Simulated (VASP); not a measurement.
Input:

```yaml
crystal:
  lattice:
    - [4.24599, 0.00000, 0.00000]
    - [0.00000, 4.24599, 0.00000]
    - [0.00000, 0.00000, 4.24599]
  atoms:
    - { symbol: Cu, position: [0.25000, 0.25000, 0.25000] }
    - { symbol: Cu, position: [0.25000, 0.75000, 0.75000] }
    - { symbol: Cu, position: [0.75000, 0.75000, 0.25000] }
    - { symbol: Cu, position: [0.75000, 0.25000, 0.75000] }
    - { symbol: O, position: [0.00000, 0.00000, 0.00000] }
    - { symbol: O, position: [0.50000, 0.50000, 0.50000] }
```

These are SCAN meta-GGA with spin-orbit coupling, VASP's PBE PAW potentials (set 64) (plane waves; VASP) values and carry that method's errors. Numerical set-up: 520 eV cut-off, 5×5×5 Γ-centred mesh, Gaussian smearing of 0.050 eV, potentials Cu O.

**Question.** Give the energies of bands 49 to 62 at the high-symmetry points, in eV from the valence-band maximum.

**Answer.** 
```csv
band,Γ,X,M,R
49,-1.64,-1.41,-1.42,-0.98
50,-1.64,-1.41,-1.42,-0.98
51,-0.13,-1.41,-1.42,-0.74
52,-0.13,-1.41,-1.42,-0.74
53,-0.13,-0.46,-0.74,-0.74
54,-0.13,-0.46,-0.74,-0.74
55,0.00,-0.46,-0.74,-0.62
56,0.00,-0.46,-0.74,-0.62
57,0.72,2.47,2.11,2.56
58,0.72,2.47,2.11,2.56
59,1.36,2.47,2.11,2.66
60,1.36,2.47,2.11,2.66
61,1.36,4.42,4.10,2.66
62,1.36,4.42,4.10,2.66
```

The gap is direct, 0.72 eV, from the valence maximum at Γ to the conduction minimum at Γ.

The structure comes from a measured Cu2O entry (Pn-3m) of the Crystallography Open Database, whose conditions weren't checked. It was relaxed first.
